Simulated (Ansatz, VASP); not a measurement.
# CuSb: VASP beside Ansatz

Wanted: the spread between two codes on one cell, functional and k mesh. The cell is invented: As first built, before any earlier steps moved the atoms (in the runner's words): it takes the TlAs structure with all of its atoms replaced by other elements, volume scaled by an estimate. It may not be a known or stable phase. The cell is taken from a series of VASP runs on this material, whose earlier steps may have relaxed, scaled or displaced it; both programs get it as it stands.

Main program and level: Ansatz 0.2.0; plane waves, with VASP 6.6.1 beside it; zone-centre phonons at PBEsol.

### 1. The starting structure

The structure is cubic, space group F-43m (No. 216). The conventional cell has a = 5.758 Å, b = 5.758 Å, c = 5.758 Å, α = 90.00°, β = 90.00°, γ = 90.00°. Sb has 4 Cu at 2.49 Å nearest. Nearest to Cu lie 4 Sb at 2.49 Å. As first built, before any earlier steps moved the atoms (in the runner's words): sites of the TlAs structure (space group 216) filled with other elements, volume scaled by an estimate. Farther neighbours are not listed.

Structure file:

```cif
data_structure
_symmetry_space_group_name_H-M 'P 1'
_symmetry_Int_Tables_number 1
_cell_length_a 4.0717
_cell_length_b 4.0717
_cell_length_c 4.0717
_cell_angle_alpha 60.000
_cell_angle_beta 60.000
_cell_angle_gamma 60.000
_cell_volume 47.73
loop_
_atom_site_label
_atom_site_type_symbol
_atom_site_fract_x
_atom_site_fract_y
_atom_site_fract_z
_atom_site_occupancy
Sb1 Sb 0.75000 0.75000 0.75000 1
Cu2 Cu 0.00000 0.00000 0.00000 1
```

### 2. VASP: zone-centre phonons, PBEsol

Second derivatives magnify differences that forces hide, and they need a tight electronic threshold.

Lines of VASP's logs that name or quote its potential files are left out, and so is its time.

INCAR reads:

```
SYSTEM = CuSb
PREC = Accurate
ENCUT = 400
EDIFF = 1E-08
NELM = 100
ISMEAR = 0
SIGMA = 0.05
LREAL = .FALSE.
ALGO = Normal
GGA = PS
LORBIT = 11
LWAVE = .FALSE.
LCHARG = .FALSE.
IBRION = 8
ISIF = 2
```

POSCAR reads:

```
CuSb
1.0
    0.0000000000      2.8791256596      2.8791256596
    2.8791256596      0.0000000000      2.8791256596
    2.8791256596      2.8791256596      0.0000000000
Sb Cu
1 1
Direct
    0.7500000000      0.7500000000      0.7500000000
    0.0000000000      0.0000000000      0.0000000000
```

KPOINTS reads:

```
Automatic mesh
0
Gamma
8 8 8
0 0 0
```

PAW data sets: Sb and Cu (PBE family, release 64).

Run with:

```bash
mpirun -np 1 vasp_std
```

Numbers of over 12 decimals in the logs are rounded to 6 here.

Log:

```text
[banner, memory and clock lines left out]
running    1 mpi-ranks, on    1 nodes
 distrk:  each k-point on    1 cores,    1 groups
 distr:  one band on    1 cores,    1 groups

 POSCAR found type information on POSCAR SbCu
 POSCAR found :  2 types and       2 ions
|                                                                             |
|               ----> ADVICE to this user running VASP <----                  |
|                                                                             |
|     You enforced a specific xc type in the INCAR file but a different       |
|     [... a line on the potential file left out ...]
|     I HOPE YOU KNOW WHAT YOU ARE DOING!                                     |
|                                                                             |

 LDA part: xc-table for (Slater+PW92), standard interpolation
 POSCAR, INCAR and KPOINTS ok, starting setup
 FFT: planning ... GRIDC
 FFT: planning ... GRID_SOFT
 FFT: planning ... GRID
 WAVECAR not read
 entering main loop
       N       E                     dE             d eps       ncg     rms          rms(c)
DAV:   1     0.737948105778E+02    0.73795E+02   -0.59841E+03   696   0.117E+03
DAV:   2    -0.638854228933E+01   -0.80183E+02   -0.75811E+02   700   0.229E+02
DAV:   3    -0.954435559587E+01   -0.31558E+01   -0.30183E+01   892   0.585E+01
DAV:   4    -0.961949857359E+01   -0.75143E-01   -0.75082E-01   820   0.805E+00
DAV:   5    -0.962259270375E+01   -0.30941E-02   -0.30939E-02  1016   0.188E+00    0.118E+01
DAV:   6    -0.109584536696E+02   -0.13359E+01   -0.43801E+01   796   0.203E+02    0.984E+00
DAV:   7    -0.819570606197E+01    0.27627E+01   -0.86256E+00   824   0.906E+01    0.267E+00
DAV:   8    -0.813885950520E+01    0.56847E-01   -0.38288E-01  1072   0.113E+01    0.134E+00
DAV:   9    -0.810755381414E+01    0.31306E-01   -0.14430E-01   884   0.112E+01    0.720E-01
DAV:  10    -0.810702775093E+01    0.52606E-03   -0.16436E-02   852   0.141E+00    0.210E-01
DAV:  11    -0.810657270365E+01    0.45505E-03   -0.11839E-03  1036   0.920E-01    0.173E-01
DAV:  12    -0.810647558026E+01    0.97123E-04   -0.37928E-04  1028   0.475E-01    0.766E-02
DAV:  13    -0.810647334955E+01    0.22307E-05   -0.44126E-05  1088   0.148E-01    0.115E-02
DAV:  14    -0.810647192676E+01    0.14228E-05   -0.63370E-06   868   0.757E-02    0.172E-03
DAV:  15    -0.810647198671E+01   -0.59950E-07   -0.39590E-07  1000   0.163E-02    0.135E-03
DAV:  16    -0.810647197167E+01    0.15034E-07   -0.48707E-08   760   0.653E-03    0.761E-04
DAV:  17    -0.810647195951E+01    0.12161E-07   -0.52829E-09   444   0.211E-03    0.177E-04
DAV:  18    -0.810647196107E+01   -0.15618E-08   -0.12548E-09   420   0.405E-04
   1 F= -.81064720E+01 E0= -.81046542E+01  d E =-.363544E-02
 Linear response reoptimize wavefunctions to high precision
DAV:   1    -0.810647196407E+01   -0.30004E-08   -0.34385E-10   476   0.330E-04
DAV:   2    -0.810647196406E+01    0.12278E-10   -0.16338E-10   424   0.198E-04
 Linear response DOF=           2
 Linear response progress:
  Degree of freedom:   1/  2
       N       E                     dE             d eps       ncg     rms          rms(c)
RMM:   1    -0.257975840735E-01   -0.25798E-01    0.57945E-03  3961   0.238E+00
RMM:   2    -0.235313762234E-01    0.22662E-02   -0.25494E-03  3038   0.103E+00    0.649E-02
RMM:   3    -0.237913578964E-01   -0.25998E-03   -0.10842E-03  3799   0.311E-01    0.289E-02
RMM:   4    -0.238331636709E-01   -0.41806E-04   -0.82676E-05  3708   0.913E-02    0.797E-03
RMM:   5    -0.238293628568E-01    0.38008E-05   -0.89243E-06  3934   0.259E-02    0.459E-03
RMM:   6    -0.238170769378E-01    0.12286E-04   -0.67688E-07  3800   0.819E-03    0.678E-04
RMM:   7    -0.238167499393E-01    0.32700E-06   -0.47332E-08  3898   0.247E-03    0.518E-04
RMM:   8    -0.238160468222E-01    0.70312E-06    0.85467E-08  3705   0.938E-04    0.165E-04
RMM:   9    -0.238158493358E-01    0.19749E-06   -0.11038E-08  3378   0.559E-04    0.430E-05
RMM:  10    -0.238159374372E-01   -0.88101E-07    0.42626E-08  3726   0.288E-04    0.260E-05
RMM:  11    -0.238158860272E-01    0.51410E-07    0.49586E-08  4001   0.142E-04    0.110E-05
RMM:  12    -0.238158664740E-01    0.19553E-07    0.29706E-08  4083   0.920E-05    0.262E-06
RMM:  13    -0.238158664639E-01    0.10098E-10    0.30353E-08  4060   0.789E-05    0.112E-06
 first order change of Fermi-energy   0.10097E-03
 force on displaced ion       1 direction 1 :  -6.101   0.000   0.000
 Linear response progress:
  Degree of freedom:   2/  2
       N       E                     dE             d eps       ncg     rms          rms(c)
RMM:   1    -0.242668784959E+00   -0.24267E+00   -0.13129E-01  3460   0.480E+00
RMM:   2    -0.241650088535E+00    0.10187E-02   -0.40561E-03  2877   0.120E+00    0.134E-01
RMM:   3    -0.241721555162E+00   -0.71467E-04   -0.10421E-03  3514   0.329E-01    0.847E-02
RMM:   4    -0.242038197766E+00   -0.31664E-03   -0.35887E-04  3514   0.180E-01    0.139E-02
RMM:   5    -0.241971988538E+00    0.66209E-04   -0.24576E-05  3547   0.445E-02    0.535E-03
RMM:   6    -0.241977409017E+00   -0.54205E-05   -0.13440E-06  3511   0.100E-02    0.152E-03
RMM:   7    -0.241968801687E+00    0.86073E-05   -0.14194E-07  3784   0.362E-03    0.556E-04
RMM:   8    -0.241965107972E+00    0.36937E-05   -0.23626E-08  3281   0.164E-03    0.299E-04
RMM:   9    -0.241961595250E+00    0.35127E-05   -0.33282E-08  3734   0.788E-04    0.882E-05
RMM:  10    -0.241961318623E+00    0.27663E-06   -0.23793E-08  3611   0.424E-04    0.372E-05
RMM:  11    -0.241960860703E+00    0.45792E-06   -0.22551E-08  3446   0.318E-04    0.840E-06
RMM:  12    -0.241960836833E+00    0.23870E-07   -0.22182E-08  4028   0.244E-04    0.318E-06
RMM:  13    -0.241960833957E+00    0.28752E-08   -0.22559E-08  3999   0.208E-04    0.232E-06
 first order change of Fermi-energy   0.49220E-04
 force on displaced ion       2 direction 1 :  -6.074   0.000   0.000
 Linear response finished
```

OUTCAR, selected parts (step 2):

```text
ion  position               nearest neighbor table
   1  0.750  0.750  0.750-   2 2.49   2 2.49   2 2.49   2 2.49
   2  0.000  0.000  0.000-   1 2.49   1 2.49   1 2.49   1 2.49

  LATTYP: Found a face centered cubic cell.
 ALAT       =     5.7582513192

 Subroutine GETGRP returns: Found 24 space group operations
 (whereof 24 operations were pure point group operations)

The static configuration has the point symmetry T_d .

 Found     29 irreducible k-points:

   k-points           NKPTS =     29   k-points in BZ     NKDIM =     29   number of bands    NBANDS=     12

   dimension x,y,z NGX =    28 NGY =   28 NGZ =   28
   dimension x,y,z NGXF=    56 NGYF=   56 NGZF=   56

   ENCUT  =  400.0 eV  29.40 Ry    5.42 a.u.   6.64  6.64  6.64*2*pi/ulx,y,z

   NELECT =      16.0000    total number of electrons

 k-points in reciprocal lattice and weights: Automatic mesh
   0.00000000  0.00000000  0.00000000       0.002
   0.12500000  0.00000000  0.00000000       0.016
   0.25000000  0.00000000  0.00000000       0.016
   0.37500000  0.00000000  0.00000000       0.016
   0.50000000  0.00000000  0.00000000       0.008
   0.12500000  0.12500000  0.00000000       0.012
   0.25000000  0.12500000  0.00000000       0.047
   0.37500000  0.12500000  0.00000000       0.047
   0.50000000  0.12500000  0.00000000       0.047
[...]
-0.37500000  0.50000000  0.12500000       0.023
  -0.25000000  0.50000000  0.25000000       0.012

 average (electrostatic) potential at core
       1 -86.8887       2 -66.1508

  Total        0.0034617      0.0034617      0.0034617      0.0000000      0.0000000      0.0000000
  in kB        0.1161946      0.1161946      0.1161946      0.0000000      0.0000000      0.0000000
  external PRESSURE =       0.1161946 kB  Pullay stress =       0.0000000 kB

  energy-cutoff  :      400.00
  volume of cell :       47.73
      direct lattice vectors                 reciprocal lattice vectors
     0.000000000  2.879125660  2.879125660    -0.173663834  0.173663834  0.173663834
     2.879125660  0.000000000  2.879125660     0.173663834 -0.173663834  0.173663834
     2.879125660  2.879125660  0.000000000     0.173663834  0.173663834 -0.173663834

 POSITION                                       TOTAL-FORCE (eV/Angst)
 -----------------------------------------------------------------------------------
      4.31869      4.31869      4.31869        -0.000000     -0.000000     -0.000000
      0.00000      0.00000      0.00000         0.000000      0.000000      0.000000
 -----------------------------------------------------------------------------------
    total drift:                                0.000001      0.000001      0.000001

 Eigenvectors and eigenvalues of the dynamical matrix
 ----------------------------------------------------

   1 f  =    5.967339 THz    37.493895 2PiTHz  199.048996 cm-1    24.678919 meV
             X         Y         Z           dx          dy          dz
      4.318688  4.318688  4.318688    -0.586455    0.000000    0.000000
      0.000000  0.000000  0.000000     0.809982    0.000000    0.000000

   2 f  =    5.967339 THz    37.493895 2PiTHz  199.048996 cm-1    24.678919 meV
             X         Y         Z           dx          dy          dz
      4.318688  4.318688  4.318688     0.000000    0.586455    0.000000
      0.000000  0.000000  0.000000     0.000000   -0.809982    0.000000

   3 f  =    5.967339 THz    37.493895 2PiTHz  199.048996 cm-1    24.678919 meV
             X         Y         Z           dx          dy          dz
      4.318688  4.318688  4.318688     0.000000    0.000000   -0.586455
      0.000000  0.000000  0.000000     0.000000    0.000000    0.809982

   4 f/i=    0.006197 THz     0.038934 2PiTHz    0.206694 cm-1     0.025627 meV
             X         Y         Z           dx          dy          dz
      4.318688  4.318688  4.318688     0.000000   -0.809982    0.000000
      0.000000  0.000000  0.000000     0.000000   -0.586455    0.000000

   5 f/i=    0.006197 THz     0.038934 2PiTHz    0.206694 cm-1     0.025627 meV
             X         Y         Z           dx          dy          dz
      4.318688  4.318688  4.318688    -0.809982    0.000000    0.000000
      0.000000  0.000000  0.000000    -0.586455    0.000000    0.000000

   6 f/i=    0.006197 THz     0.038934 2PiTHz    0.206694 cm-1     0.025627 meV
             X         Y         Z           dx          dy          dz
      4.318688  4.318688  4.318688     0.000000    0.000000    0.809982
      0.000000  0.000000  0.000000     0.000000    0.000000    0.586455

 ELASTIC MODULI CONTR FROM IONIC RELAXATION (kBar)
 Direction    XX          YY          ZZ          XY          YZ          ZX
 --------------------------------------------------------------------------------
 XX          -0.0000      0.0000     -0.0000     -0.0000      0.0000      0.0000
 YY           0.0000     -0.0000      0.0000     -0.0000     -0.0000     -0.0000
 ZZ          -0.0000      0.0000     -0.0000      0.0000     -0.0000      0.0000
 XY          -0.0000     -0.0000      0.0000   -573.8354      0.0000      0.0000
 YZ           0.0000     -0.0000     -0.0000      0.0000   -573.8354      0.0000
 ZX           0.0000     -0.0000      0.0000      0.0000      0.0000   -573.8354
 --------------------------------------------------------------------------------
```

Energies printed during the response cycles are not total energies of the cell.

(Continued in part 2 of 2.)

[Lines on the potential files, build, host, timing and source positions are cut from VASP's logs without a mark.]

[Logs are printed without paths, hosts, clocks, repeated set-up lines and the standing remarks that a program may print on its own settings, such as how far it seeks lower states.]

[Hosts, paths, dates, database ids (printed as entryN), source tags and the programs' standing remarks are cut or masked in the printed files.]
